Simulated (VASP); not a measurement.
These are LDA (Ceperley-Alder, Perdew-Zunger), VASP's LDA PAW potentials (set 64) (plane waves; VASP 6.6.1) values and carry that method's errors.

VASP ran on this input.

**INCAR**
```
# general
SYSTEM  = ZrS2
PREC    = Accurate
ENCUT   = 210
LREAL   = .FALSE.
LASPH   = .TRUE.

# electronic loop
EDIFF   = 1E-04
NELM    = 100
ALGO    = Normal
LMAXMIX = 4

# smearing
ISMEAR  = 0
SIGMA   = 0.01

# ions
ISIF    = 2

# output
LWAVE   = .FALSE.
LCHARG  = .FALSE.
```

KPOINTS:
```
Automatic mesh
0
Gamma
8 8 8
0 0 0
```

### POSCAR
```
ZrS2
1.0
  3.7334620000   0.0000000000   0.0000000000
 -1.8667310000   3.2332730000   0.0000000000
  0.0000000000   0.0000000000   6.1099480000
Zr S
1 2
Cartesian
  0.0000000000   0.0000000000   0.0000000000
  1.8667328667   1.0777565889   4.6563302713
 -0.0000018667   2.1555164111   1.4536177287
```

POTCAR, in this order: Zr_sv S (LDA.64 set). Program: vasp_std.

At this cut-off the stress carries a Pulay error, which pulls relaxed volumes low.

Predict the energy per atom (σ→0), pressure, largest force.

```
Property                        Value
---------------------  --------------
energy per atom (σ→0)  -7.718 eV/atom
pressure                   -12.79 GPa
largest force              0.529 eV/Å
```

**OSZICAR**
```
...
DAV:   5    -0.254098494717E+02   -0.14050E-02   -0.14050E-02  3320   0.478E-01    0.169E+01
DAV:   6    -0.232610416841E+02    0.21488E+01   -0.93497E+00  2408   0.161E+01    0.948E+00
DAV:   7    -0.231689931723E+02    0.92049E-01   -0.57231E-01  3128   0.451E+00    0.396E+00
DAV:   8    -0.231557970996E+02    0.13196E-01   -0.82608E-02  2792   0.164E+00    0.616E-01
DAV:   9    -0.231548574077E+02    0.93969E-03   -0.81310E-03  3024   0.586E-01    0.421E-01
DAV:  10    -0.231547200252E+02    0.13738E-03   -0.15934E-03  2976   0.262E-01    0.146E-01
DAV:  11    -0.231546807302E+02    0.39295E-04   -0.22557E-04  1792   0.740E-02
   1 F= -.23154681E+02 E0= -.23154681E+02  d E =-.355191E-32
```

The structure comes from a computed database's ZrS2 entry; how it stands against other phases isn't given here. The cell was not relaxed at this level. The run is one of a series of settings (EDIFF = 1E-04, ENCUT = 210, GGA removed, KPOINTS 8×8×8 Γ-centred mesh, POTCAR Zr_sv S (LDA.64 set) against the base run), some of them coarse on purpose.
